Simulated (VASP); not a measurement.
OSZICAR of a VASP run on TiTe2 (atoms displaced from the space group 164 structure):

OSZICAR:
```
       N       E                     dE             d eps       ncg     rms          rms(c)
DAV:   1     0.124572663753E+03    0.12457E+03   -0.83097E+03  1888   0.941E+02
DAV:   2    -0.113578498544E+02   -0.13593E+03   -0.13433E+03  2232   0.270E+02
DAV:   3    -0.204202666862E+02   -0.90624E+01   -0.89604E+01  2752   0.690E+01
DAV:   4    -0.206373046244E+02   -0.21704E+00   -0.21697E+00  2352   0.109E+01
DAV:   5    -0.206460450718E+02   -0.87404E-02   -0.87401E-02  2768   0.183E+00    0.120E+01
DAV:   6    -0.209422810721E+02   -0.29624E+00   -0.58682E+01  2496   0.448E+01    0.166E+01
DAV:   7    -0.185287264690E+02    0.24136E+01   -0.49544E+01  2592   0.389E+01    0.553E+00
DAV:   8    -0.182038448596E+02    0.32488E+00   -0.19163E+00  2144   0.954E+00    0.189E+00
DAV:   9    -0.182183333768E+02   -0.14489E-01   -0.53320E-01  2312   0.452E+00    0.170E+00
DAV:  10    -0.181935321812E+02    0.24801E-01   -0.47701E-01  2376   0.460E+00    0.862E-01
DAV:  11    -0.181875804279E+02    0.59518E-02   -0.33380E-02  2256   0.127E+00    0.425E-01
DAV:  12    -0.181877135443E+02   -0.13312E-03   -0.62271E-04  1968   0.197E-01    0.281E-01
DAV:  13    -0.181875148609E+02    0.19868E-03   -0.74212E-04  2592   0.174E-01    0.961E-02
DAV:  14    -0.181875089665E+02    0.58944E-05   -0.17629E-05  1912   0.301E-02    0.526E-02
DAV:  15    -0.181875000825E+02    0.88840E-05   -0.22923E-05  2344   0.301E-02    0.377E-02
DAV:  16    -0.181874970351E+02    0.30474E-05   -0.15910E-05  2256   0.266E-02    0.270E-03
DAV:  17    -0.181874969579E+02    0.77194E-07   -0.64184E-07  1080   0.477E-03
   1 F= -.18187497E+02 E0= -.18180166E+02  d E =-.146627E-01
```

### Question
Which electronic solver shows in the log?

### Answer
It is blocked Davidson (ALGO = Normal, or the opening steps of other solvers). The INCAR had ALGO = Normal.

### Question
Can the final energy be trusted as converged?

### Answer
The calculation finished and met its thresholds. It stopped with EDIFF = 1E-6, NELM = 100 (LDA (Ceperley-Alder, Perdew-Zunger), plane waves, VASP's LDA PAW potentials (set 64)).

The structure comes from a computed database's TiTe2 entry; how it stands against other phases isn't given here. The cell was not relaxed at this level, atoms are displaced from their ideal sites. The k-mesh is coarse (spacing up to 0.32 per Å, 2π included), so the numbers may not be converged in it. The run is one of a series of settings (GGA removed, POTCAR Ti_sv Te (LDA.64 set) against the base run), some of them coarse on purpose.
